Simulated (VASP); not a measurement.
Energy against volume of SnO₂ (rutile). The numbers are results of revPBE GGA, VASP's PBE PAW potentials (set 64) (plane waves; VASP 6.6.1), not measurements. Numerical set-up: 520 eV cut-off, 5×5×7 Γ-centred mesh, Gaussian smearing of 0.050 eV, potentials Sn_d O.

Shape and ions are relaxed at each volume.

```csv
V (Å³/atom),E (eV/atom)
12.061,-5.84958
12.446,-5.87003
12.831,-5.87670
13.216,-5.87213
```

Q: Fit these four points and predict the energy of the run at 13.601 Å³/atom.

A: A cubic in V^(−2/3), the third-order Birch-Murnaghan form, passes through the four points with V0 = 12.85 Å³/atom and B0 = 154 GPa, and gives -5.8584 eV/atom there. The run gave -5.8584 eV/atom, -0.0 meV/atom from the fit; all five points give B0 = 154 GPa.

The compound is SnO2 in the rutile structure. It was relaxed first, which changed the volume by +8 %.
